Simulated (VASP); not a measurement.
Given:

```xyz
5
Lattice="5.0269 0.0000 0.0000 0.0000 5.0269 0.0000 0.0000 0.0000 5.0269" Properties=species:S:1:pos:R:3 pbc="T T T"
Cs     0.0000     0.0000     0.0000
Pb     2.5135     2.5135     2.5135
Br     2.5135     0.0000     2.5135
Br     0.0000     2.5135     2.5135
Br     2.5135     2.5135     0.0000
```

Method: PBEsol GGA, VASP's PBE PAW potentials (set 64) (plane waves; VASP). Numerical set-up: 500 eV cut-off, 6×6×6 Γ-centred mesh, first-order Methfessel-Paxton smearing of 0.10 eV, potentials Cs_sv Pb_d Br.

Energy and stress use the plane-wave basis of the starting cell.

Q: The ions, cell shape and volume at an external pressure of 45.0 GPa are relaxed. Which structure does the run end with?

A: 
```xyz
5
Lattice="4.8649 0.0000 0.0000 0.0000 4.8649 0.0000 0.0000 0.0000 4.8649" Properties=species:S:1:pos:R:3 pbc="T T T"
Cs     0.0000     0.0000     0.0000
Pb     2.4324     2.4324     2.4324
Br     2.4324     0.0000     2.4324
Br     0.0000     2.4324     2.4324
Br     2.4324     2.4324     0.0000
```
Space group Pm-3m (221), at a tolerance of 0.03 Å.

Q: How do energy and volume change from the first to the last step?

A: The energy (σ→0) changes by +549.9 meV/atom and the volume by -9.4 %, in 5 ionic steps.

| step | E(σ→0) (eV) | max force (eV/Å) | pressure (GPa) | volume (Å³) |
|---|---|---|---|---|
| 1 | -12.2378 | 0.000 | 29.93 | 127.03 |
| 2 | 3.5496 | 0.000 | 122.06 | 87.96 |
| 3 | -9.8658 | 0.000 | 42.95 | 116.52 |
| 4 | -9.5762 | 0.000 | 44.52 | 115.45 |
| 5 | -9.4882 | 0.000 | 45.00 | 115.14 |

The compound is CsPbBr3 in the cubic perovskite structure, the ideal cubic form; the compound distorts at low or room temperature. This run relaxes it under an external pressure of 45 GPa. Symmetry was kept, so distortions that lower it aren't found.
